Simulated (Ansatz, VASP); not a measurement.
## TlPt in VASP and in Ansatz

```
Tl Pt
1.0
     5.56738    0.00000    0.00000
    -2.78369    4.82149    0.00000
     0.00000    0.00000    4.60786
Tl Pt
3 3
Cartesian
  -1.3918 2.4107 0.0000
  1.3918 2.4107 0.0000
  2.7837 0.0000 0.0000
  2.7837 1.6072 2.3039
  0.0000 3.2143 2.3039
  0.0000 0.0000 0.0000
```

Alike in both runs: task single point; functional PBE; k mesh 6 × 6 × 6; occupations fermi-dirac, width 0.05 eV; no spin polarisation.

|  | VASP | Ansatz |
| --- | --- | --- |
| version | VASP 6.6.1 | Ansatz 0.2.0 |
| potentials or method | VASP PAW PBE potentials, release 64 (Tl_d, Pt) | Ansatz PAW |
| plane-wave cutoff (eV) | 520 | 420 |
| valence electrons in the cell | 69 | 93 |

Ansatz gave:

- gap on the k mesh at the Fermi level (eV): none
- pressure (GPa): 16.4
- largest component of the traceless stress (GPa): 9.74

Task: Estimate VASP's values.

Result: gap on the k mesh at the Fermi level (eV): none; pressure (GPa): 16.5; largest component of the traceless stress (GPa): 9.72.

A gap of «none» marks a metal or a gap that the smearing closes. With one functional, cell and mesh, what is left measures potentials, basis and numerics. The two sets of potentials don't hold the same shells in valence.

Caveats: so large a pressure means that the cell lies far from this level's equilibrium, or that cutoff or potentials fall short (VASP). Spin-orbit coupling is left out, which matters for the levels of Pt, Tl.
